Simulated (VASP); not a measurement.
Input:

```
CELL_PARAMETERS angstrom
      2.85011     0.00000     0.00000
     -1.42506     2.46827     0.00000
      0.00000     0.00000     9.42322
ATOMIC_POSITIONS crystal
  Ag 0.00000 0.00000 0.00000
  Ag 0.00000 0.00000 0.50000
  Ag 0.33333 0.66667 0.25000
  Ag 0.66667 0.33333 0.75000
```

Level of theory: PBEsol GGA, VASP's PBE PAW potentials (set 64) (plane waves; VASP 6.6.1). Run with 400 eV cut-off, Gaussian smearing of 0.050 eV, potentials Ag.

**Question.** Estimate the band gap (along the path) with the smallest direct gap where there is one.

**Answer.** 
| Item | Value |
|---|---|
| band gap (along the path) | none (metal, semimetal or under 0.01 eV) |

The structure was generated: Ag was put into the dhcp type (P6_3/mmc), which need not be its known phase. It was relaxed first.
